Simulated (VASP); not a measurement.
An input for Quantum ESPRESSO's pw.x (written as the equivalent of a VASP run, and not itself run):

```
&CONTROL
  calculation = 'scf'
  pseudo_dir = './pseudo'
  outdir = './out'
  tprnfor = .true.
  tstress = .true.
/
&SYSTEM
  ibrav = 0
  nat = 1
  ntyp = 1
  ecutwfc = 84
  occupations = 'smearing'
  smearing = 'methfessel-paxton'
  degauss = 0.00735
  input_dft = 'pbe'
/
&ELECTRONS
  conv_thr = 7.3e-08
  electron_maxstep = 100
/
ATOMIC_SPECIES
  Pt 195.084 Pt.upf
CELL_PARAMETERS angstrom
     0.0000000    1.9600000    1.9600000
     1.9600000    0.0000000    1.9600000
     1.9600000    1.9600000    0.0000000
ATOMIC_POSITIONS crystal
  Pt   0.0000000  0.0000000  0.0000000
K_POINTS automatic
  14 14 14 0 0 0
```

Question: Write the VASP files for the same calculation (PBE).

Answer: One answer among several that fit: 
INCAR:
```
SYSTEM = Pt
PREC = Accurate
ENCUT = 400
EDIFF = 1E-6
NELM = 100
ALGO = Normal
LREAL = .FALSE.
LASPH = .TRUE.
ISMEAR = 1
SIGMA = 0.1
GGA = PE
LMAXMIX = 6
LWAVE = .FALSE.
LCHARG = .FALSE.
ISIF = 2
```

KPOINTS:
```
Automatic mesh
0
Gamma
14 14 14
0 0 0
```

### POSCAR
```
Pt
3.920
  0.0000000000   0.5000000000   0.5000000000
  0.5000000000   0.0000000000   0.5000000000
  0.5000000000   0.5000000000   0.0000000000
Pt
1
Cartesian
  0.0000000000   0.0000000000   0.0000000000
```

POTCAR, in this order: Pt (PBE.64 set). Program: vasp_std.

The two are equivalent in intent, not identical: the potentials are each code's own (VASP's PAW set, PseudoDojo norm-conserving files in pw.x), so ENCUT and ecutwfc are chosen apart and not converted; conv_thr bounds pw.x's estimated SCF error, while EDIFF bounds the energy change between steps.

The compound is Pt in the fcc structure. The cell was not relaxed at this level.
